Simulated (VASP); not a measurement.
Data:

```yaml
crystal:
  lattice:
    - [3.50613, 0.00000, 0.00000]
    - [0.00000, 3.50613, 0.00000]
    - [0.00000, 0.00000, 3.50613]
  atoms:
    - { symbol: Fe, position: [0.00000, 0.00000, 0.00000], spin: 2.9 }
    - { symbol: Ni, position: [0.00000, 0.50000, 0.50000], spin: 0.6 }
    - { symbol: Ni, position: [0.50000, 0.00000, 0.50000], spin: 0.6 }
    - { symbol: Ni, position: [0.50000, 0.50000, 0.00000], spin: 0.6 }
```

These are PBE GGA with D3 dispersion (Becke-Johnson damping), VASP's PBE PAW potentials (set 64) (plane waves; VASP 6.6.1) values and carry that method's errors. Numerical set-up: 520 eV cut-off, 10×10×10 Γ-centred mesh, tetrahedra with Blöchl corrections, potentials Fe Ni.

The cores are frozen, which limits the accuracy of field gradients.

**Question.** Give the principal components of the electric field gradient (V/Å²) and the asymmetry η at each nucleus.

**Answer.** 
```tsv
atom	Vxx	Vyy	Vzz	η
Fe1	0.0	0.0	0.0	-
Ni2	-1.3	-1.3	2.7	0.00
Ni3	-1.3	-1.3	2.7	0.00
Ni4	-1.3	-1.3	2.7	0.00
```

The compound is Ni3Fe in the L1_2 structure. It was relaxed first.
